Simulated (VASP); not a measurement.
Data:

```yaml
crystal:
  lattice:
    - [0.00000, 2.86636, 2.86636]
    - [2.86636, 0.00000, 2.86636]
    - [2.86636, 2.86636, 0.00000]
  atoms:
    - { symbol: Sb, position: [0.99564, 0.00436, 0.99564] }
    - { symbol: Ag, position: [0.50000, 0.50000, 0.50000] }
```

All values below come from r2SCAN meta-GGA, VASP's PBE PAW potentials (set 64) (plane waves; VASP). Settings: 480 eV cut-off, 10×10×10 Γ-centred mesh, first-order Methfessel-Paxton smearing of 0.10 eV, potentials Sb Ag.

Unless said otherwise, spin-orbit coupling is left out, though it shifts the bands of the heavy elements here.

Q: What does the run give for the energy per atom (σ→0), largest force, band gap (on the k-mesh) with the smallest direct gap where there is one?

A: 
| Property | Value |
|---|---|
| band gap (on the k-mesh) | none (metal, semimetal or under 0.01 eV) |
| energy per atom (σ→0) | -23.317 eV/atom |
| largest force | 0.00169 Ha/bohr |

The structure was generated: AgSb was put into the rocksalt type (Fm-3m), which need not be its known phase. This cell was strained or had an atom moved on purpose.
